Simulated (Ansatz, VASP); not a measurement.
## SiC (Moissanite 3C): VASP beside Ansatz

One calculation is typed for both programs; each brings its own data sets. How far apart do they land? The cell is taken from a series of runs on this material, whose earlier steps may have relaxed, scaled, displaced or heated it; both programs get it as it stands.

Method: plane waves, with VASP 6.6.1 beside it; zone-centre phonons at LDA, in Ansatz 0.2.0.

### Step 1. Set-up

Symmetry: F-43m, No. 216, cubic system. Conventional cell: a = 4.329 Å, b = 4.329 Å, c = 4.329 Å, α = 90.00°, β = 90.00°, γ = 90.00°. Nearest to C lie 4 Si at 1.87 Å. Si has 4 C at 1.87 Å nearest. Farther neighbours are not listed.

### Step 2. VASP: zone-centre phonons, LDA

Second derivatives magnify differences that forces hide, and they need a tight electronic threshold.

Lines of VASP's logs that name or quote its potential files are left out, and so is its time.

File INCAR:

```
SYSTEM = SiC
PREC = Accurate
ENCUT = 600
EDIFF = 1E-08
NELM = 120
ISMEAR = -1
SIGMA = 0.03
LREAL = .FALSE.
ALGO = Normal
GGA = PW92
NELECT = 7.969576
NBANDS = 9
LORBIT = 11
LWAVE = .FALSE.
LCHARG = .FALSE.
ISIF = 2
IBRION = 8
LASPH = .TRUE.
GGA_COMPAT = .FALSE.
KPAR = 2
```

File POSCAR:

```
SiC
1.0
    0.0000000000      2.1645341292      2.1645341292
    2.1645341292      0.0000000000      2.1645341292
    2.1645341292      2.1645341292      0.0000000000
C Si
1 1
Direct
    0.7500000000      0.7500000000      0.7500000000
    0.0000000000      0.0000000000      0.0000000000
```

File KPOINTS:

```
Automatic mesh
0
Gamma
36 36 36
0 0 0
```

The projector-augmented-wave data sets are C and Si (LDA family, release 64).

Started as:

```console
$ mpirun -np 2 vasp_std
```

Numbers of over 12 decimals in the logs are rounded to 6 here.

The program printed:

```text
[banner, memory and clock lines left out]
running    2 mpi-ranks, on    1 nodes
 distrk:  each k-point on    1 cores,    2 groups
 distr:  one band on    1 cores,    1 groups

 POSCAR found type information on POSCAR C Si
 POSCAR found :  2 types and       2 ions
|                                                                             |
|               ----> ADVICE to this user running VASP <----                  |
|                                                                             |
|     You enforced a specific xc type in the INCAR file but a different       |
|     [... a line on the potential file left out ...]
|     I HOPE YOU KNOW WHAT YOU ARE DOING!                                     |
|                                                                             |

 LDA part: xc-table for (Slater(with rela. corr.)+PW92), standard interpolation
 POSCAR, INCAR and KPOINTS ok, starting setup
 FFT: planning ... GRIDC
 FFT: planning ... GRID_SOFT
 FFT: planning ... GRID
 WAVECAR not read
 entering main loop
       N       E                     dE             d eps       ncg     rms          rms(c)
DAV:   1     0.352592166678E+01    0.35259E+01   -0.37698E+03 23296   0.724E+02
DAV:   2    -0.183472717936E+02   -0.21873E+02   -0.20893E+02 30781   0.118E+02
DAV:   3    -0.189361230069E+02   -0.58885E+00   -0.58543E+00 25818   0.188E+01
DAV:   4    -0.189387380562E+02   -0.26150E-02   -0.26148E-02 29146   0.149E+00
DAV:   5    -0.189387453077E+02   -0.72515E-05   -0.72512E-05 26037   0.627E-02BRMIX: very serious problems
 the old and the new charge density differ
 old charge density:     8.00000 new    7.96958
BRMIX: very serious problems
 the old and the new charge density differ
 old charge density:     8.00000 new    7.96958
    0.919E+00
DAV:   6    -0.170009644955E+02    0.19378E+01   -0.75292E+00 22937   0.144E+01    0.407E+00
DAV:   7    -0.169253010791E+02    0.75663E-01   -0.38575E-01 28522   0.419E+00    0.179E+00
DAV:   8    -0.169054795230E+02    0.19822E-01   -0.25604E-02 23393   0.115E+00    0.183E-01
DAV:   9    -0.169051438339E+02    0.33569E-03   -0.15126E-03 31777   0.253E-01    0.926E-02
DAV:  10    -0.169051552878E+02   -0.11454E-04   -0.91828E-05 23527   0.706E-02    0.285E-02
DAV:  11    -0.169051556526E+02   -0.36486E-06   -0.33708E-06 30141   0.128E-02    0.116E-02
DAV:  12    -0.169051554819E+02    0.17074E-06   -0.55161E-07 23535   0.442E-03    0.366E-04
DAV:  13    -0.169051554816E+02    0.26932E-09   -0.23891E-08 22962   0.108E-03
   1 F= -.16905155E+02 E0= -.16904760E+02  d E =-.790704E-03
 Linear response reoptimize wavefunctions to high precision
DAV:   1    -0.169051554819E+02   -0.26409E-09   -0.89202E-10 19790   0.223E-04
DAV:   2    -0.169051554819E+02   -0.28422E-11   -0.28747E-11 11594   0.497E-05
 Linear response DOF=           2
 Linear response progress:
  Degree of freedom:   1/  2
       N       E                     dE             d eps       ncg     rms          rms(c)
RMM:   1    -0.126598353757E+00   -0.12660E+00    0.52762E-02251139   0.231E+00
RMM:   2    -0.123564535314E+00    0.30338E-02   -0.26765E-03175738   0.459E-01    0.220E-01
RMM:   3    -0.123577866520E+00   -0.13331E-04   -0.94746E-04171345   0.209E-01    0.108E-01
RMM:   4    -0.124732422663E+00   -0.11546E-02   -0.72443E-04171738   0.173E-01    0.190E-02
RMM:   5    -0.124703354925E+00    0.29068E-04   -0.88927E-06183409   0.246E-02    0.201E-03
RMM:   6    -0.124717548459E+00   -0.14194E-04   -0.17406E-07187016   0.314E-03    0.905E-04
RMM:   7    -0.124712557073E+00    0.49914E-05   -0.16338E-08190687   0.639E-04    0.107E-04
RMM:   8    -0.124713585333E+00   -0.10283E-05   -0.22400E-09191478   0.147E-04    0.282E-05
RMM:   9    -0.124713580867E+00    0.44654E-08   -0.26173E-09201112   0.390E-05    0.387E-06
 first order change of Fermi-energy   0.13398E-03
 force on displaced ion       1 direction 1 : -16.771   0.000   0.000
 Linear response progress:
  Degree of freedom:   2/  2
       N       E                     dE             d eps       ncg     rms          rms(c)
RMM:   1    -0.162911280827E-01   -0.16291E-01   -0.71977E-03273365   0.968E-01
RMM:   2    -0.145425833438E-01    0.17485E-02   -0.60012E-04177230   0.217E-01    0.159E-01
RMM:   3    -0.144911744645E-01    0.51409E-04   -0.10678E-04178683   0.724E-02    0.879E-02
RMM:   4    -0.147150088821E-01   -0.22383E-03   -0.95364E-05175038   0.683E-02    0.110E-02
RMM:   5    -0.146987347432E-01    0.16274E-04   -0.14982E-06183542   0.106E-02    0.139E-03
RMM:   6    -0.146968521710E-01    0.18826E-05   -0.12836E-07187866   0.107E-03    0.696E-04
RMM:   7    -0.146951271107E-01    0.17251E-05   -0.70156E-08192186   0.346E-04    0.137E-04
RMM:   8    -0.146951718514E-01   -0.44741E-07   -0.48690E-09198307   0.662E-05    0.245E-05
RMM:   9    -0.146951862234E-01   -0.14372E-07   -0.20228E-09199013   0.174E-05    0.386E-06
RMM:  10    -0.146951760461E-01    0.10177E-07    0.33617E-09188368   0.740E-06    0.101E-06
RMM:  11    -0.146951766816E-01   -0.63553E-09   -0.25027E-09123017   0.495E-06    0.132E-07
 first order change of Fermi-energy   0.12062E-04
 force on displaced ion       2 direction 1 : -16.774  -0.000  -0.000
 Linear response finished
```

OUTCAR, selected parts (step 2):

```text
NELECT = 7.969576

 ion  position               nearest neighbor table
   1  0.750  0.750  0.750-   2 1.87   2 1.87   2 1.87   2 1.87
   2  0.000  0.000  0.000-   1 1.87   1 1.87   1 1.87   1 1.87

  LATTYP: Found a face centered cubic cell.
 ALAT       =     4.3290682584

 Subroutine GETGRP returns: Found 24 space group operations
 (whereof 24 operations were pure point group operations)

The static configuration has the point symmetry T_d .

 Found   1240 irreducible k-points:

   k-points           NKPTS =   1240   k-points in BZ     NKDIM =   1240   number of bands    NBANDS=      9

   dimension x,y,z NGX =    24 NGY =   24 NGZ =   24
   dimension x,y,z NGXF=    48 NGYF=   48 NGZF=   48

   ENCUT  =  600.0 eV  44.10 Ry    6.64 a.u.   6.11  6.11  6.11*2*pi/ulx,y,z

 k-points in reciprocal lattice and weights: Automatic mesh
   0.00000000  0.00000000  0.00000000       0.000
   0.02777778  0.00000000  0.00000000       0.000
   0.05555556  0.00000000  0.00000000       0.000
   0.08333333  0.00000000  0.00000000       0.000
   0.11111111  0.00000000  0.00000000       0.000
   0.13888889  0.00000000  0.00000000       0.000
   0.16666667  0.00000000  0.00000000       0.000
   0.19444444  0.00000000  0.00000000       0.000
   0.22222222  0.00000000  0.00000000       0.000
[...]
-0.27777778  0.50000000  0.22222222       0.000
  -0.25000000  0.50000000  0.25000000       0.000

 average (electrostatic) potential at core
       1 -48.8131       2 -81.6646

  Total       -0.3574414     -0.3574414     -0.3574414      0.0000000      0.0000000     -0.0000000
  in kB      -28.2352830    -28.2352830    -28.2352830      0.0000000      0.0000000     -0.0000000
  external PRESSURE =     -28.2352830 kB  Pullay stress =       0.0000000 kB

  energy-cutoff  :      600.00
  volume of cell :       20.28
      direct lattice vectors                 reciprocal lattice vectors
     0.000000000  2.164534129  2.164534129    -0.230996589  0.230996589  0.230996589
     2.164534129  0.000000000  2.164534129     0.230996589 -0.230996589  0.230996589
     2.164534129  2.164534129  0.000000000     0.230996589  0.230996589 -0.230996589

 POSITION                                       TOTAL-FORCE (eV/Angst)
 -----------------------------------------------------------------------------------
      3.24680      3.24680      3.24680        -0.000000     -0.000000     -0.000000
      0.00000      0.00000      0.00000         0.000000      0.000000      0.000000
 -----------------------------------------------------------------------------------
    total drift:                               -0.000000     -0.000000     -0.000000

 Eigenvectors and eigenvalues of the dynamical matrix
 ----------------------------------------------------

   1 f  =   22.073281 THz   138.690513 2PiTHz  736.285393 cm-1    91.287713 meV
             X         Y         Z           dx          dy          dz
      3.246801  3.246801  3.246801    -0.836908    0.000000    0.000000
      0.000000  0.000000  0.000000     0.547344    0.000000    0.000000

   2 f  =   22.073281 THz   138.690513 2PiTHz  736.285393 cm-1    91.287713 meV
             X         Y         Z           dx          dy          dz
      3.246801  3.246801  3.246801     0.000000   -0.836908   -0.000000
      0.000000  0.000000  0.000000     0.000000    0.547344    0.000000

   3 f  =   22.073281 THz   138.690513 2PiTHz  736.285393 cm-1    91.287713 meV
             X         Y         Z           dx          dy          dz
      3.246801  3.246801  3.246801     0.000000   -0.000000    0.836908
      0.000000  0.000000  0.000000     0.000000   -0.000000   -0.547344

   4 f/i=    0.000709 THz     0.004457 2PiTHz    0.023661 cm-1     0.002934 meV
             X         Y         Z           dx          dy          dz
      3.246801  3.246801  3.246801     0.000000   -0.436236    0.330581
      0.000000  0.000000  0.000000     0.000000   -0.667019    0.505470

   5 f/i=    0.000709 THz     0.004457 2PiTHz    0.023661 cm-1     0.002934 meV
             X         Y         Z           dx          dy          dz
      3.246801  3.246801  3.246801    -0.547344    0.000000    0.000000
      0.000000  0.000000  0.000000    -0.836908    0.000000    0.000000

   6 f/i=    0.000709 THz     0.004457 2PiTHz    0.023661 cm-1     0.002934 meV
             X         Y         Z           dx          dy          dz
      3.246801  3.246801  3.246801     0.000000    0.330581    0.436236
      0.000000  0.000000  0.000000     0.000000    0.505470    0.667019

 ELASTIC MODULI CONTR FROM IONIC RELAXATION (kBar)
 Direction    XX          YY          ZZ          XY          YZ          ZX
 --------------------------------------------------------------------------------
 XX          -0.0000     -0.0000     -0.0000     -0.0000      0.0000      0.0000
 YY          -0.0000     -0.0000     -0.0000     -0.0000     -0.0000      0.0000
 ZZ          -0.0000     -0.0000     -0.0000      0.0000     -0.0000      0.0000
 XY          -0.0000     -0.0000      0.0000   -479.9731     -0.0000     -0.0000
 YZ           0.0000     -0.0000     -0.0000     -0.0000   -479.9731     -0.0000
 ZX           0.0000      0.0000      0.0000     -0.0000     -0.0000   -479.9731
 --------------------------------------------------------------------------------
```

### Step 3. Ansatz: zone-centre phonons, LDA

Ansatz runs on its PAW soft_1 files.

The same cell, functional (in two slightly different forms), mesh and smearing now go to Ansatz, which takes its cutoff from its data sets.

File input.yaml:

```yaml
crystal:
  lattice:
    - [0.0, 2.1645341292, 2.1645341292]
    - [2.1645341292, 0.0, 2.1645341292]
    - [2.1645341292, 2.1645341292, 0.0]
  atoms:
    - { symbol: C, position: [0.75, 0.75, 0.75] }
    - { symbol: Si, position: [0.0, 0.0, 0.0] }
total_charge: 0.030424
kpoints:
  mp_grid: { grid: [36, 36, 36] }
hamiltonian:
  xc: lda
  pseudopotentials: { kind: paw, azcp: { folder: soft_1 }, xc_functional: pbe }
scf:
  occupations: { method: fermi_dirac, width: 0.03 }
output:
  eigenvalues: true
phonons:
  method: dfpt
```

Started as:

```console
$ ansatz run input.yaml --threads 4 --pin off --max-ram 16384MiB --backend cpu --events-out ev --progress --plain --runs-dir out
```

The program printed:

```text
zone centre: on kpoints.mp_grid the ground state, and the responses unless they are solved on pairs of k-points, stand on 3349 of the mesh's 46656 k-points, reduced under 8 symmetry operations, with k and −k counted as one. Each operation leaves every solved displacement unchanged or reverses it
Engine: ansatz 0.2.0, aarch64-unknown-linux-gnu
Pseudopotentials: kind: paw
Pseudopotential: C, paw, valence charge 4, recommended cutoff 420 eV (normal), soft_1/C.paw.azcp
Pseudopotential: Si, paw, valence charge 4, recommended cutoff 420 eV (normal), soft_1/Si.paw.azcp
Functional definition: SPW92
  exchange = slater_x
  correlation = pw_c
Crystal: 2 atoms, lattice volume = 20.283 Å³
Basis set: ecut = 420 eV, 411 PW (Γ), exchange–correlation on 48×48×48 points (8 copies of the dense FFT grid, shifted against one another)
Bands: 8, of which v1, the nominal top of the filled ones, is band 4 counted from 1 (3 counted from 0)
Symmetry: 24 space group operations
k-points: 3349 of 46656 (irreducible under 8 space group operations, time reversal used)
Non-local potential: C, projectors of the file, l = 0: 2, l = 1: 2, l = 2: 1
Non-local potential: Si, projectors of the file, l = 0: 2, l = 1: 2, l = 2: 1
PAW form: soft (Blöchl's): semilocal exchange-correlation on the pseudo side does not see the compensation charge
PAW frozen core: C, regenerated for the run's functional, and the local potential with it (the file was generated under x = pbe(κ = 0.804, μ = 0.219515), c = pbe(β = 0.066725))
PAW frozen core: Si, regenerated for the run's functional, and the local potential with it (the file was generated under x = pbe(κ = 0.804, μ = 0.219515), c = pbe(β = 0.066725))
PAW one-centre angular grid: C, 110 points (default); XC on 64 Gauss nodes
PAW one-centre angular grid: Si, 110 points (default); XC on 64 Gauss nodes
Initial density: superposition of atomic densities (chi_scale 0.1, normalization cell, long waves kept (reshape's long-wave potential 0.00 eV rms))
Initial wavefunctions: pseudopotential atomic-orbital guess
Functional: x = slater, c = lda
SCF iter   1: F=—  HF=-854.094962 eV  |F-HF|=—  |Δ(HF+E_count)|=         —  Δρ=1.42e-1  dr2=4.91e0  ethr=3.10e-3  ⟨swp⟩=6.1  Hψ=230819  notcnv=0
preconditioner: auto → none  [metal: Δε(μ)=0.010 eV  Ē_g=14.866 eV  σ=0.030 eV  W_gap=0.08  n_scr=0 (ndim 8)  ℏωp=23.3 eV  f_vac=0.000  D(μ)=0.34/eV (n_scr^D=0)]
SCF iter   2: F=—  HF=-852.597665 eV  |F-HF|=—  |Δ(HF+E_count)|=    1.50e0  Δρ=5.03e-2  dr2=3.34e-1  ethr=3.10e-3  ⟨swp⟩=3.0  Hψ=92665  notcnv=0
SCF iter   3: F=—  HF=-852.500253 eV  |F-HF|=—  |Δ(HF+E_count)|=   9.74e-2  Δρ=1.88e-2  dr2=3.76e-2  ethr=3.10e-3  ⟨swp⟩=2.3  Hψ=55933  notcnv=0
SCF iter   4: F=—  HF=-852.491592 eV  |F-HF|=—  |Δ(HF+E_count)|=   8.66e-3  Δρ=1.36e-3  dr2=1.90e-4  ethr=4.72e-4  ⟨swp⟩=2.0  Hψ=40265  notcnv=0
SCF iter   5: F=—  HF=-852.491656 eV  |F-HF|=—  |Δ(HF+E_count)|=   6.47e-5  Δρ=1.61e-4  dr2=1.68e-6  ethr=2.39e-6  ⟨swp⟩=2.3  Hψ=39998  notcnv=0
SCF iter   6: F=—  HF=-852.491658 eV  |F-HF|=—  |Δ(HF+E_count)|=   1.39e-6  Δρ=3.08e-5  dr2=8.44e-8  ethr=2.11e-8  ⟨swp⟩=2.2  Hψ=39934  notcnv=0
SCF iter   7: F=—  HF=-852.491658 eV  |F-HF|=—  |Δ(HF+E_count)|=   9.88e-8  Δρ=4.57e-6  dr2=1.53e-9  ethr=1.06e-9  ⟨swp⟩=1.2  Hψ=28865  notcnv=0
SCF iter   8: F=-852.491658 eV  HF=-852.491658 eV  |F-HF|=1.14e-13  |Δ(HF+E_count)|=  2.79e-11  Δρ=1.15e-7  dr2=1.09e-12  ethr=1.00e-12  ⟨swp⟩=4.8  Hψ=125168  notcnv=0
SCF 1 converged in 8 iterations: F = -852.491658 eV  dr2 = 1.09e-12
  greatest PAW one-centre occupation: 0.643 electrons in one spin orbital (limit 2), on the C atom at site 0 (counted from 0), in its partial waves of l = 0
DFPT response loops at Γ: preconditioner auto → Kerker (q_TF=auto, 2.335 Å⁻¹) (partly filled bands, converged f_vac=0.000); β = 1.00, the filter's whole step (`scf.mixing.beta` (0.50) is not read by the response loops under this deck's `scf.mixing.preconditioner`; to damp them name `kerker` or `kerker_dos`, under which they read `scf.mixing.beta`, and type it under 1.00, their step now; both keys bind the ground state too); Broyden in place of MSR1
SCF converged after 8 iterations
Free energy (F): -852.491658 eV
Harris-Foulkes:  -852.491658 eV  (|F-HF|=1.14e-13)
Internal energy: -852.490870 eV  (E = F + TS)
E sigma→0 (E₀):  -852.491264 eV
Entropy (-TS):   -0.000788 eV (-0.394 meV/atom)
Fermi energy:    9.335687 eV
--- Per-component energies (eV) ---
  E_band       = 28.296948
  E_kinetic    = 133.640061
  E_local      = -95.634816  (includes V_loc(G=0)·N_el)
  E_nonlocal   = 47.324673
  E_hartree    = 31.169735
  E_xc         = -104.837898
  E_vxc        = -108.644034  (∫ρ·V_xc dr)
  E_paw        = -577.612808  (= ΣΔE_a)
  E_vpaw       = -10.728452  (= ΣTr[D̂ρ^β])
  E_aug_tail   = 0.000048  (compensation charges beyond the density's cutoff)
  E_ewald      = -286.687028
  E_core_change = 0.147163  (= ΣΔE_core)
  E_smearing   = -0.000788  (= −TS)
  E_closure    = -0.000000  (closes the sum)
  E_deformation_potential = 0.560571  (in the stress; not in F)
  Σ components = -852.491658   (vs F -852.491658, Δ=0.00e0)
--- Band table (eV; the first three rows and the last of 3349) ---
  k-point 0: bands = ["-5.9827", "9.4793", "9.4793", "9.4793", "15.9887", "16.8434", "16.8434", "16.8434"]
  k-point 1: bands = ["-5.9674", "9.3928", "9.4682", "9.4682", "16.0282", "16.8506", "16.8646", "16.8646"]
  k-point 2: bands = ["-5.9212", "9.1443", "9.4357", "9.4357", "16.1167", "16.8925", "16.9257", "16.9257"]
  k-point 3348: bands = ["-0.5469", "2.4318", "4.3861", "4.7114", "14.6685", "19.0297", "19.0378", "19.2231"]
--- Phonons (Γ-DFPT): 2 representative perturbations + reference, on 3349 of 46656 k-points (Σ response iterations 6) ---
  k mesh reduced under 8 symmetry operations, with k and −k counted as one. Each operation leaves every solved displacement unchanged or reverses it
  ASR residual: 5.629e-5 → 0.000e0 eV/Å²; symmetrization residual: 9.862e-8 eV/Å²
  ASR residual per site (eV/Å²): 5.63e-5 8.82e-6
  Γ frequencies (cm⁻¹): 0.00 0.00 0.00 736.44 736.44 736.44
  non-analytic LO–TO correction: not included (Born effective charges unavailable; polar crystals: no LO–TO splitting at Γ)
```

### Step 4. Comparison

Known differences besides the potentials themselves: the cutoff is 420 eV in Ansatz and 600 eV in VASP; VASP's log shows a relativistic correction to its local exchange, Ansatz's none. Total energies have different zeros and are not compared.

The two programs side by side:

```
                  quantity  Ansatz   VASP  difference
optical mode 1 to 3 (cm⁻¹)   736.4  736.3     +0.02 %
```

Modes are paired by rising frequency, not by their patterns, so a pair may set unlike modes beside each other; they are those without the splitting of longitudinal modes. The cell carries a charge of +0.030424 e against a uniform background, so its pressure also hangs on how the neutralising background is counted, and in a defect's cell a gap may be the spacing between its levels.

### Step 5. Summary of results

| Property | Result |
| --- | --- |
| r.m.s. difference of the optical zone-centre modes, each program's sorted by frequency (zone-centre phonons, LDA) | 0.15 cm⁻¹ |

**Reading.** The r.m.s. difference of the optical zone-centre modes, each program's sorted by frequency is 0.15 cm⁻¹ (zone-centre phonons, LDA). Such differences can come from data sets, numerical settings and the points named under the comparisons, not from the functional's error against experiment.

[Lines on the potential files, build, host, timing and source positions are cut from VASP's logs without a mark.]

[Logs are printed without paths, hosts, clocks, repeated set-up lines and the standing remarks that a program may print on its own settings, such as how far it seeks lower states.]

[Hosts, paths, dates, database ids (printed as entryN), source tags and the programs' standing remarks are cut or masked in the printed files.]
